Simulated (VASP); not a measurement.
Here is the system:

```
HgTe
1.0
    0.00000     3.29277     3.29277
    3.29277     0.00000     3.29277
    3.29277     3.29277     0.00000
Hg Te
1 1
Cartesian
  0.00000   0.00000   0.00000
  1.64638   1.64638   1.64638
```

All values below come from optB86b-vdW, VASP's PBE PAW potentials (set 64) (plane waves; VASP). Run with 520 eV cut-off, 9×9×9 Γ-centred mesh, first-order Methfessel-Paxton smearing of 0.10 eV, potentials Hg Te.

Unless said otherwise, spin-orbit coupling is left out, though it shifts the bands of the heavy elements here.

Q: Estimate the energy per atom (σ→0), band gap (on the k-mesh) with the smallest direct gap where there is one.

A: 
```
Property                                                    Result
------------------------  ----------------------------------------
band gap (on the k-mesh)  none (metal, semimetal or under 0.01 eV)
energy per atom (σ→0)                                0.473 eV/atom
```

The absolute energy has meaning only against runs of the same code, potentials and settings.

The compound is HgTe in the zinc blende structure. It was relaxed first, which changed the volume by +6 %. The start is the result of an earlier pass.
